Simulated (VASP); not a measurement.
Output of a VASP run:

### OSZICAR
```
       N       E                     dE             d eps       ncg     rms          rms(c)
DAV:   1     0.608293660585E+02    0.60829E+02   -0.66070E+03  2494   0.112E+03
DAV:   2    -0.156461356669E+02   -0.76476E+02   -0.71828E+02  2550   0.224E+02
DAV:   3    -0.191835013192E+02   -0.35374E+01   -0.34429E+01  3176   0.538E+01
DAV:   4    -0.192574404789E+02   -0.73939E-01   -0.73782E-01  2931   0.754E+00
DAV:   5    -0.192593579046E+02   -0.19174E-02   -0.19170E-02  3216   0.128E+00    0.158E+01
DAV:   6    -0.245908401033E+02   -0.53315E+01   -0.55304E+01  2590   0.182E+02    0.263E+01
DAV:   7    -0.174922888854E+02    0.70986E+01   -0.16306E+01  2955   0.113E+02    0.440E+00
DAV:   8    -0.173504293452E+02    0.14186E+00   -0.24843E+00  3554   0.276E+01    0.244E+00
DAV:   9    -0.173200350695E+02    0.30394E-01   -0.29147E-01  3090   0.101E+01    0.678E-01
DAV:  10    -0.173171507574E+02    0.28843E-02   -0.13031E-02  3250   0.255E+00    0.257E-01
DAV:  11    -0.173173017178E+02   -0.15096E-03   -0.16449E-03  3446   0.419E-01    0.501E-02
DAV:  12    -0.173173419541E+02   -0.40236E-04   -0.19284E-04  3295   0.313E-01    0.346E-02
DAV:  13    -0.173173362913E+02    0.56628E-05   -0.51221E-05  3093   0.160E-01    0.954E-03
DAV:  14    -0.173173366188E+02   -0.32752E-06   -0.41638E-06  3128   0.216E-02
   1 F= -.17317337E+02 E0= -.17316900E+02  d E =-.130956E-02
```

File OUTCAR:
```
------------------------ aborting loop because EDIFF is reached ----------------------------------------
  FORCE on cell =-STRESS in cart. coord.  units (eV):
  Direction    XX          YY          ZZ          XY          YZ          ZX
  --------------------------------------------------------------------------------------
  Total       -1.6569499     -1.6491094     -1.6471824      0.0000000      0.0000000      0.0000000
  in kB      -62.5218043    -62.2259572    -62.1532476      0.0000000      0.0000000      0.0000000
  external PRESSURE =     -62.3003364 kB  Pullay stress =       0.0000000 kB
  volume of cell :       42.46
      direct lattice vectors                 reciprocal lattice vectors
     0.000000000  2.773030000  2.769773000    -0.180888219  0.180308183  0.180520209
     2.764138000  0.000000000  2.769773000     0.180888219 -0.180308183  0.180520209
     2.764138000  2.773030000  0.000000000     0.180888219  0.180308183 -0.180520209
 POSITION                                       TOTAL-FORCE (eV/Angst)
 -----------------------------------------------------------------------------------
      1.38207      1.38651      1.38489         0.151940      0.000000      0.000000
      4.14621      4.15954      4.15466         0.151940      0.000000      0.000000
      0.04019      2.77303      2.76977        -0.303879      0.000000      0.000000
 -----------------------------------------------------------------------------------
    total drift:                               -0.000259     -0.000002     -0.000002
  FREE ENERGIE OF THE ION-ELECTRON SYSTEM (eV)
  ---------------------------------------------------
  free  energy   TOTEN  =       -17.3173366188 eV

  energy  without entropy=      -17.3160270628  energy(sigma->0) =      -17.31690010
```
(Selected blocks of OUTCAR.)

POSCAR:
```
NiSi2
1
    0.0000000000     2.7730300000     2.7697730000
    2.7641380000     0.0000000000     2.7697730000
    2.7641380000     2.7730300000     0.0000000000
Si Ni
2 1
Direct
  0.2500000000   0.2500000000   0.2500000000
  0.7500000000   0.7500000000   0.7500000000
 -0.0072690000   0.0072690000   0.0072690000
```

Question: Write an INCAR and KPOINTS that could have produced this output.

Answer: One answer among several that fit: the input of the run itself, PBE GGA, plane waves, VASP's PBE PAW potentials (set 64).

INCAR:
```
SYSTEM = NiSi2
PREC = Accurate
ENCUT = 400
EDIFF = 1E-6
NELM = 100
ALGO = Normal
LREAL = .FALSE.
LASPH = .TRUE.
ISMEAR = 1
SIGMA = 0.1
GGA = PE
LMAXMIX = 4
LWAVE = .FALSE.
LCHARG = .FALSE.
ISIF = 2
KSPACING = 0.25
KGAMMA = .TRUE.
```

POTCAR, in this order: Si Ni (PBE.64 set). Program: vasp_std.

The compound is NiSi2 in the fluorite structure. The cell was not relaxed at this level, atoms are displaced from their ideal sites. The run is one of a series of settings (KGAMMA = .TRUE., KSPACING = 0.25, KPOINTS file removed against the base run), some of them coarse on purpose. The run is not spin-polarised, so no magnetic state was tried.
